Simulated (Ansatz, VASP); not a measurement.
**MgHF in two plane-wave programs**

Wanted: the spread between two codes on one cell, functional and k mesh. The cell is generated by rule, not measured, and may not be a known phase. The two relaxations start from unlike cells of this crystal (the structure described is Ansatz's start), so only their ends are compared.

Method: plane waves, with VASP 6.6.1 beside it; relaxation of cell and atoms at PBEsol, in Ansatz 0.2.0.

The structure was built from a prototype and need not be the compound's stable phase.

**1. The starting structure**

Symmetry: I222, No. 23, orthorhombic system. The conventional cell has a = 4.592 Å, b = 4.592 Å, c = 10.076 Å, α = 90.00°, β = 90.00°, γ = 90.00°. Nearest to Mg lie 4 H at 1.89 to 2.07 Å and 3 F at 2.03 to 2.26 Å. H has 4 Mg at 1.95 Å nearest. H has 4 Mg at 2.01 Å nearest. Nearest to H lie 4 Mg at 2.07 Å. H has 4 Mg at 1.89 Å nearest. F has 3 Mg at 2.03 to 2.26 Å nearest. Farther neighbours and most contacts between anions are not listed.

**2. VASP: relaxation of cell and atoms, PBEsol, pair 1**

The relaxed volume is the usual yardstick between codes: in a stiff, nearly cubic crystal its relative difference is about their pressure difference at one cell divided by the bulk modulus.

Lines of VASP's logs that name or quote its potential files are left out, and so is its time.

The input, INCAR:

```
SYSTEM = MgHF
PREC = Accurate
ENCUT = 600
EDIFF = 1E-07
NELM = 120
ISMEAR = 0
SIGMA = 0.01
LREAL = .FALSE.
ALGO = Normal
GGA = PS
NBANDS = 32
LORBIT = 11
LWAVE = .FALSE.
LCHARG = .FALSE.
ISIF = 3
IBRION = 2
NSW = 80
EDIFFG = -0.005
LASPH = .TRUE.
GGA_COMPAT = .FALSE.
NELMIN = 4
EFERMI = MIDGAP
KPAR = 2
```

The input, POSCAR:

```
MgHF
1.0
   -3.3643649390     -3.3643649390      0.0000000000
   -3.5391404737      3.5391404737      0.0000000000
   -3.4517527064      0.0873877673     -4.8714960486
Mg H F
4 4 4
Direct
    0.3615902106      0.8906764941      0.7766331100
    0.8617768334      0.3326905500      0.7766331100
    0.6384097894      0.6673096040      0.2233668900
    0.1382234746      0.1093236599      0.2233668900
    0.0000000000      0.0000000000      0.0000000000
    0.5000001540      0.5000001540      0.0000000000
    0.0000000000      0.5000000000      0.0000000000
    0.5000000000      0.0000000000      0.0000000000
    0.0419598593      0.6609973626      0.4154796517
    0.5425604890      0.9235229857      0.4154796517
    0.4574395110      0.3390026374      0.5845203483
    0.9580402947      0.0764771683      0.5845203483
```

The input, KPOINTS:

```
Automatic mesh
0
Gamma
6 6 6
0 0 0
```

PAW data sets: Mg, H and F (PBE family, release 64).

The run is started by

```
> mpirun -np 2 vasp_std
```

Numbers of over 12 decimals in the logs are rounded to 6 here.

The log of the run:

```text
[banner, memory and clock lines left out]
running    2 mpi-ranks, on    1 nodes
 distrk:  each k-point on    1 cores,    2 groups
 distr:  one band on    1 cores,    1 groups

 POSCAR found type information on POSCAR MgH F
 POSCAR found :  3 types and      12 ions
|                                                                             |
|               ----> ADVICE to this user running VASP <----                  |
|                                                                             |
|     You enforced a specific xc type in the INCAR file but a different       |
|     [... a line on the potential file left out ...]
|     I HOPE YOU KNOW WHAT YOU ARE DOING!                                     |
|                                                                             |

 LDA part: xc-table for (Slater+PW92), standard interpolation
 POSCAR, INCAR and KPOINTS ok, starting setup
 FFT: planning ... GRIDC
 FFT: planning ... GRID_SOFT
 FFT: planning ... GRID
 WAVECAR not read
 entering main loop
       N       E                     dE             d eps       ncg     rms          rms(c)
DAV:   1     0.209441419563E+03    0.20944E+03   -0.20708E+04  2944   0.124E+03
DAV:   2    -0.377419479480E+02   -0.24718E+03   -0.23822E+03  3544   0.257E+02
DAV:   3    -0.520790138931E+02   -0.14337E+02   -0.14283E+02  3672   0.640E+01
DAV:   4    -0.521635037769E+02   -0.84490E-01   -0.84480E-01  3272   0.550E+00
DAV:   5    -0.521639352854E+02   -0.43151E-03   -0.43150E-03  3624   0.395E-01    0.110E+01
DAV:   6    -0.489790218866E+02    0.31849E+01   -0.85219E+00  3472   0.176E+01    0.444E+00
DAV:   7    -0.486444899932E+02    0.33453E+00   -0.29750E-01  3256   0.273E+00    0.238E+00
DAV:   8    -0.485547564428E+02    0.89734E-01   -0.33523E-01  3504   0.298E+00    0.487E-01
DAV:   9    -0.485539549520E+02    0.80149E-03   -0.20260E-02  3488   0.929E-01    0.263E-01
DAV:  10    -0.485544639658E+02   -0.50901E-03   -0.25452E-03  3480   0.330E-01    0.288E-02
DAV:  11    -0.485544619494E+02    0.20164E-05   -0.12653E-04  3416   0.738E-02    0.190E-02
DAV:  12    -0.485544658472E+02   -0.38978E-05   -0.21651E-05  3536   0.274E-02    0.501E-03
DAV:  13    -0.485544655515E+02    0.29575E-06   -0.85410E-07  3392   0.500E-03    0.115E-03
DAV:  14    -0.485544655180E+02    0.33431E-07   -0.14768E-07  2944   0.224E-03
   1 F= -.48554466E+02 E0= -.48554466E+02  d E =-.485545E+02
[... from here on, the cycles between the ionic steps are left out ...]
   2 F= -.48554521E+02 E0= -.48554521E+02  d E =-.559552E-04
   3 F= -.48554563E+02 E0= -.48554563E+02  d E =-.976800E-04
   4 F= -.48554554E+02 E0= -.48554554E+02  d E =-.882865E-04
   5 F= -.48554574E+02 E0= -.48554574E+02  d E =-.108929E-03
   6 F= -.48554616E+02 E0= -.48554616E+02  d E =-.418489E-04
   7 F= -.48554615E+02 E0= -.48554615E+02  d E =-.402012E-04
   8 F= -.48554629E+02 E0= -.48554629E+02  d E =-.545247E-04
   9 F= -.48554658E+02 E0= -.48554658E+02  d E =-.293008E-04
  10 F= -.48554663E+02 E0= -.48554663E+02  d E =-.335849E-04
 curvature:  -2.43 expect dE=-0.464E-04 dE for cont linesearch -0.642E-09
 trial: gam= 0.59225 g(F)=  0.156E-04 g(S)=  0.345E-05 ort = 0.133E-06 (trialstep = 0.158E+01)
 search vector abs. value=  0.427E-04
 bond charge predicted
       N       E                     dE             d eps       ncg     rms          rms(c)
DAV:   1    -0.485546529261E+02    0.96122E-05   -0.25545E-02  2944   0.103E+00    0.412E-02
DAV:   2    -0.485546890530E+02   -0.36127E-04   -0.62296E-04  3560   0.152E-01    0.156E-02
DAV:   3    -0.485546858860E+02    0.31670E-05   -0.66489E-06  3352   0.184E-02    0.842E-03
DAV:   4    -0.485546845602E+02    0.13259E-05   -0.28751E-06  3592   0.134E-02    0.208E-03
DAV:   5    -0.485546845934E+02   -0.33208E-07   -0.73209E-07  3176   0.503E-03
  11 F= -.48554685E+02 E0= -.48554685E+02  d E =-.220364E-04
 trial-energy change:   -0.000022  1 .order   -0.000021   -0.000030   -0.000012
 step:   2.3518(harm=  2.6501)  dis= 0.00091  next Energy=   -48.554688 (dE=-0.251E-04)
 reached required accuracy - stopping structural energy minimisation
```

From OUTCAR (step 2):

```text
ion  position               nearest neighbor table
   1  0.362  0.891  0.777-  10 1.91   5 1.95   8 1.96  11 2.00   7 2.13   6 2.13  12 2.59  12 2.60
                             4 3.10   3 3.22   3 3.22   2 3.25   2 3.25   4 3.54   4 3.61   4 3.61
   2  0.862  0.333  0.777-   9 1.91   5 1.95   8 1.96  12 2.00   7 2.13   6 2.13  11 2.59  11 2.60
                             3 3.10   4 3.22   4 3.22   1 3.25   1 3.25   3 3.54   3 3.61   3 3.61
   3  0.638  0.667  0.223-  11 1.91   5 1.95   8 1.96  10 2.00   7 2.13   6 2.13   9 2.59   9 2.60
                             2 3.10   1 3.22   1 3.22   4 3.25   4 3.25   2 3.54   2 3.61   2 3.61
   4  0.138  0.109  0.223-  12 1.91   5 1.95   8 1.96   9 2.00   7 2.13   6 2.13  10 2.59  10 2.60
                             1 3.10   2 3.22   2 3.22   3 3.25   3 3.25   1 3.54   1 3.61   1 3.61
   5  0.000  0.000  0.000-   2 1.95   1 1.95   3 1.95   4 1.95
   6  0.500  0.500  0.000-   3 2.13   1 2.13   2 2.13   4 2.13
   7  0.000  0.500  0.000-   2 2.13   4 2.13   3 2.13   1 2.13
   8  0.500  0.000  0.000-   4 1.96   1 1.96   3 1.96   2 1.96
   9  0.042  0.661  0.415-   2 1.91   4 2.00   3 2.59   3 2.60
  10  0.543  0.924  0.415-   1 1.91   3 2.00   4 2.59   4 2.60
  11  0.457  0.339  0.585-   3 1.91   1 2.00   2 2.59   2 2.60
  12  0.958  0.076  0.585-   4 1.91   2 2.00   1 2.59   1 2.60

  LATTYP: Found a body centered orthorhombic cell.
 ALAT       =     4.7579305255
 B/A-ratio  =     1.0519490418
 C/A-ratio  =     2.0477373608

 Subroutine GETGRP returns: Found  4 space group operations
 (whereof  4 operations were pure point group operations)

The static configuration has the point symmetry D_2 .

 Found     46 irreducible k-points:

   k-points           NKPTS =     46   k-points in BZ     NKDIM =     46   number of bands    NBANDS=     32

   dimension x,y,z NGX =    40 NGY =   40 NGZ =   48
   dimension x,y,z NGXF=    80 NGYF=   80 NGZF=   96

   ENCUT  =  600.0 eV  44.10 Ry    6.64 a.u.   9.50 10.00 11.93*2*pi/ulx,y,z

   NELECT =      40.0000    total number of electrons

 k-points in reciprocal lattice and weights: Automatic mesh
   0.00000000  0.00000000  0.00000000       0.005
   0.16666667  0.00000000  0.00000000       0.019
   0.33333333  0.00000000  0.00000000       0.019
   0.50000000  0.00000000  0.00000000       0.009
   0.00000000  0.16666667  0.00000000       0.019
   0.16666667  0.16666667  0.00000000       0.037
   0.33333333  0.16666667  0.00000000       0.037
   0.50000000  0.16666667  0.00000000       0.037
  -0.33333333  0.16666667 -0.00000000       0.037
[...]
-0.16666667 -0.16666667  0.33333333       0.019
   0.00000000  0.00000000  0.50000000       0.005

 average (electrostatic) potential at core
       1 -38.2468       2 -38.2468       3 -38.2468       4 -38.2468       5 -32.3801
       6 -32.0179       7 -32.0189       8 -32.3793       9 -77.2493      10 -77.2493
      11 -77.2494      12 -77.2493

 E-fermi :   3.4477

 k-point     1 :       0.0000    0.0000    0.0000
  band No.  band energies     occupation
    ...
     16      -1.6647      2.00000
     17      -1.3929      2.00000
     18      -0.3217      2.00000
     19      -0.2136      2.00000
     20       2.5624      2.00000
     21       5.0832      0.00000
     22       6.1739      0.00000
     23       6.9739      0.00000
     24       8.2135      0.00000
     25       9.2432      0.00000
    ...

 k-point     2 :       0.1667    0.0000    0.0000
  band No.  band energies     occupation
    ...
     16      -1.6709      2.00000
     17      -1.4466      2.00000
     18      -0.4212      2.00000
     19      -0.2208      2.00000
     20       2.1535      2.00000
     21       5.2027      0.00000
     22       6.7354      0.00000
     23       6.8254      0.00000
     24       8.4435      0.00000
     25       8.8881      0.00000
    ...

 k-point     3 :       0.3333    0.0000    0.0000
  band No.  band energies     occupation
    ...
     16      -1.6866      2.00000
     17      -1.4777      2.00000
     18      -0.8903      2.00000
     19       0.0599      2.00000
     20       1.3221      2.00000
     21       5.5869      0.00000
     22       6.6040      0.00000
     23       7.3590      0.00000
     24       7.7913      0.00000
     25       8.7522      0.00000
    ...

  Total       -0.0015758     -0.0015758     -0.0086977      0.0103664     -0.0000000     -0.0000000
  in kB       -0.0218183     -0.0218183     -0.1204262      0.1435299     -0.0000000     -0.0000000
  external PRESSURE =      -0.0546876 kB  Pullay stress =       0.0000000 kB

  energy-cutoff  :      600.00
  volume of cell :      115.72
      direct lattice vectors                 reciprocal lattice vectors
    -3.354339492 -3.354339492 -0.000000000    -0.149060643 -0.149060643  0.102541283
    -3.537417392  3.537417392 -0.000000000    -0.141346057  0.141346057  0.102541283
    -3.445878442  0.091538950 -4.876084865     0.000000000  0.000000000 -0.205082567

 POSITION                                       TOTAL-FORCE (eV/Angst)
 -----------------------------------------------------------------------------------
     -7.03990      2.00859     -3.78571        -0.000658      0.000337     -0.003262
     -6.74361     -1.64243     -3.78571         0.000658     -0.000337     -0.003262
     -5.27139      0.23969     -1.09037        -0.000337      0.000658      0.003262
     -1.62037     -0.05661     -1.09037         0.000337     -0.000658      0.003262
     -3.44588      0.09154     -4.87608         0.000000      0.000000     -0.000000
     -6.89176      0.18308     -4.87608         0.000000      0.000000     -0.000000
     -5.21459      1.86025     -4.87608         0.000000      0.000000     -0.000000
     -5.12305     -1.58563     -4.87608         0.000000      0.000000     -0.000000
     -3.90918      2.23238     -2.02381         0.002406     -0.002837      0.000689
     -6.51999      1.48811     -2.02381        -0.002406      0.002837      0.000689
     -4.75091     -0.28023     -2.85228        -0.002837      0.002406     -0.000689
     -5.49518     -2.89104     -2.85228         0.002837     -0.002406     -0.000689
 -----------------------------------------------------------------------------------
    total drift:                                0.001951     -0.000010     -0.000025

  FREE ENERGIE OF THE ION-ELECTRON SYSTEM (eV)
  ---------------------------------------------------
  free  energy   TOTEN  =       -48.5546845934 eV

  energy  without entropy=      -48.5546845934  energy(sigma->0) =      -48.55468459

 reached required accuracy - stopping structural energy minimisation

 total charge
# of ion       s       p       d       tot
------------------------------------------
    1        0.129   0.144   0.058   0.331
    2        0.129   0.144   0.058   0.331
    3        0.129   0.144   0.058   0.331
    4        0.129   0.144   0.058   0.331
    5        0.596   0.004   0.000   0.600
    6        0.542   0.003   0.000   0.545
    7        0.542   0.003   0.000   0.545
    8        0.596   0.004   0.000   0.600
    9        1.728   4.395   0.000   6.123
   10        1.728   4.395   0.000   6.123
   11        1.728   4.395   0.000   6.123
   12        1.728   4.395   0.000   6.123
--------------------------------------------------
tot          9.703  18.168   0.234  28.105

[... 3 further parts left out ...]
```

[end of part 1 of 2]

[Lines on the potential files, build, host, timing and source positions are cut from VASP's logs without a mark.]

[Logs are printed without paths, hosts, clocks, repeated set-up lines and the standing remarks that a program may print on its own settings, such as how far it seeks lower states.]

[Hosts, paths, dates, database ids (printed as entryN), source tags and the programs' standing remarks are cut or masked in the printed files.]
